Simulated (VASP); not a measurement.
All values below come from PBE GGA with D3 dispersion (Becke-Johnson damping), VASP's PBE PAW potentials (set 64) (plane waves; VASP 6.6.1).

VASP input:

POSCAR:
```
ZnS
1.0
  1.8819984483  -3.2597168907   0.0000000000
  1.8819984483   3.2597168907   0.0000000000
  0.0000000000   0.0000000000   6.1664631620
Zn S
2 2
Cartesian
  1.8819984483  -1.0865744700   3.0841545717
  1.8819984483   1.0865744700   0.0009229907
  1.8819984483  -1.0865744700   5.3947322761
  1.8819984483   1.0865744700   2.3115006951
```

### INCAR
```
! general
SYSTEM =ZnS
PREC   =Accurate
ENCUT  =520   ! plane-wave cut-off (eV)
LREAL  =.FALSE.   ! projection in real space or not
LASPH  =.TRUE.

! electronic loop
EDIFF  =1E-7   ! SCF stop (eV)
NELM   =100   ! most electronic steps
ALGO   =Normal
LMAXMIX=4   ! l cut-off of mixed one-centre charges

! smearing
ISMEAR =0
SIGMA  =0.05

! functional
GGA    =PE
IVDW   =12   ! D3, Becke-Johnson

! ions
IBRION =2   ! conjugate gradients
NSW    =30   ! most ionic steps
ISIF   =4   ! ions and shape, fixed volume
EDIFFG =-0.01   ! ionic stop

! output
LWAVE  =.FALSE.
LCHARG =.FALSE.
```

File KPOINTS:
```
K-points
0
Gamma
  7 7 4
0 0 0
```

POTCAR, in this order: Zn S (PBE.64 set). Program: vasp_std.

The run wrote:

**OSZICAR**
```
       N       E                     dE             d eps       ncg     rms          rms(c)
DAV:   1     0.235790053279E+03    0.23579E+03   -0.17576E+04  1056   0.199E+03
DAV:   2     0.753391699567E+01   -0.22826E+03   -0.22161E+03  1112   0.380E+02
DAV:   3    -0.139798573428E+02   -0.21514E+02   -0.21427E+02  1296   0.119E+02
DAV:   4    -0.144616873649E+02   -0.48183E+00   -0.48137E+00  1236   0.183E+01
DAV:   5    -0.144707962369E+02   -0.91089E-02   -0.91081E-02  1292   0.248E+00    0.109E+01
DAV:   6    -0.135947272028E+02    0.87607E+00   -0.20625E+00  1628   0.447E+01    0.835E+00
DAV:   7    -0.136309864956E+02   -0.36259E-01   -0.21556E+00  1146   0.856E+00    0.346E+00
DAV:   8    -0.136080797841E+02    0.22907E-01   -0.11420E-01  1410   0.447E+00    0.121E+00
DAV:   9    -0.136085531287E+02   -0.47334E-03   -0.26775E-02  1488   0.253E+00    0.316E-01
DAV:  10    -0.136086564307E+02   -0.10330E-03   -0.11754E-03  1188   0.464E-01    0.203E-01
DAV:  11    -0.136088891998E+02   -0.23277E-03   -0.38580E-04  1218   0.141E-01    0.102E-01
DAV:  12    -0.136088803427E+02    0.88571E-05   -0.52652E-05  1648   0.136E-01    0.178E-02
DAV:  13    -0.136088838450E+02   -0.35023E-05   -0.10463E-05  1206   0.218E-02    0.782E-03
DAV:  14    -0.136088844163E+02   -0.57132E-06   -0.73048E-07  1246   0.777E-03    0.138E-03
DAV:  15    -0.136088843969E+02    0.19439E-07   -0.78609E-08   846   0.306E-03
   1 F= -.14897587E+02 E0= -.14897587E+02  d E =-.148976E+02
       N       E                     dE             d eps       ncg     rms          rms(c)
DAV:   1    -0.136093112390E+02   -0.42682E-03   -0.17376E-02  1068   0.974E-01    0.116E-01
DAV:   2    -0.136091009232E+02    0.21032E-03   -0.59061E-04  1418   0.362E-01    0.678E-02
DAV:   3    -0.136089937570E+02    0.10717E-03   -0.14454E-04  1220   0.149E-01    0.195E-02
DAV:   4    -0.136089920651E+02    0.16919E-05   -0.49851E-05  1170   0.595E-02    0.102E-02
DAV:   5    -0.136089921012E+02   -0.36130E-07   -0.40673E-06  1254   0.215E-02    0.591E-03
DAV:   6    -0.136089920791E+02    0.22107E-07   -0.47641E-07  1240   0.103E-02
   2 F= -.14897733E+02 E0= -.14897733E+02  d E =-.146211E-03
       N       E                     dE             d eps       ncg     rms          rms(c)
DAV:   1    -0.136099674387E+02   -0.97534E-03   -0.50454E-02  1062   0.166E+00    0.198E-01
DAV:   2    -0.136093560305E+02    0.61141E-03   -0.17195E-03  1420   0.617E-01    0.116E-01
DAV:   3    -0.136090457695E+02    0.31026E-03   -0.41971E-04  1196   0.254E-01    0.334E-02
DAV:   4    -0.136090407964E+02    0.49731E-05   -0.14517E-04  1194   0.102E-01    0.174E-02
DAV:   5    -0.136090409248E+02   -0.12841E-06   -0.11954E-05  1200   0.369E-02    0.102E-02
DAV:   6    -0.136090408554E+02    0.69437E-07   -0.14235E-06  1402   0.176E-02    0.117E-03
DAV:   7    -0.136090408774E+02   -0.22041E-07   -0.27834E-07   838   0.548E-03
   3 F= -.14897846E+02 E0= -.14897846E+02  d E =-.258619E-03
       N       E                     dE             d eps       ncg     rms          rms(c)
DAV:   1    -0.136089898713E+02    0.50984E-04   -0.32924E-02  1074   0.128E+00    0.791E-02
DAV:   2    -0.136090640086E+02   -0.74137E-04   -0.78913E-04  1244   0.221E-01    0.239E-02
DAV:   3    -0.136090604012E+02    0.36073E-05   -0.11093E-05  1226   0.283E-02    0.178E-02
DAV:   4    -0.136090585118E+02    0.18894E-05   -0.10070E-05  1202   0.240E-02    0.488E-03
DAV:   5    -0.136090586767E+02   -0.16489E-06   -0.28171E-06  1128   0.146E-02    0.404E-03
DAV:   6    -0.136090586724E+02    0.42946E-08   -0.14026E-07   796   0.486E-03
   4 F= -.14897887E+02 E0= -.14897887E+02  d E =-.410235E-04
```

### OUTCAR
```
------------------------ aborting loop because EDIFF is reached ----------------------------------------
 Edisp (eV)   -1.28883
  FORCE on cell =-STRESS in cart. coord.  units (eV):
  Direction    XX          YY          ZZ          XY          YZ          ZX
  --------------------------------------------------------------------------------------
  Total       1.12161     1.12161     1.16327     0.00000     0.00000     0.00000
  in kB      23.75119    23.75119    24.63350     0.00000     0.00000     0.00000
  external pressure =       24.05 kB  Pullay stress =        0.00 kB
  volume of cell :       75.66
      direct lattice vectors                 reciprocal lattice vectors
     1.879757022 -3.255834622  0.000000000     0.265991825 -0.153570454 -0.000000000
     1.879757022  3.255834622 -0.000000000     0.265991825  0.153570454 -0.000000000
     0.000000000  0.000000000  6.181177746     0.000000000  0.000000000  0.161781466
  FREE ENERGIE OF THE ION-ELECTRON SYSTEM (eV)
  ---------------------------------------------------
  free  energy   TOTEN  =       -14.8978865624 eV

  energy  without entropy=      -14.8978865624  energy(sigma->0) =      -14.89788656

 reached required accuracy - stopping structural energy minimisation
```
(Selected blocks of OUTCAR.)

### CONTCAR
```
ZnS
   1.00000000000000
     1.8797570221246893   -3.2558346215190497    0.0000000000000000
     1.8797570221246893    3.2558346215190497   -0.0000000000000000
     0.0000000000000000    0.0000000000000000    6.1811777464651474
  Zn              S
     2     2
Direct
     0.6666669999999968    0.3333330000000032    0.5008128726647874
     0.3333330000000032    0.6666669999999968    0.0008128726647873
     0.6666669999999968    0.3333330000000032    0.8741871273352126
     0.3333330000000032    0.6666669999999968    0.3741871273352126
```

The compound is ZnS in the wurtzite structure, the high-temperature form. This cell is one point of a volume scan, at 0.97 of the reference volume. Symmetry was kept, so distortions that lower it aren't found.
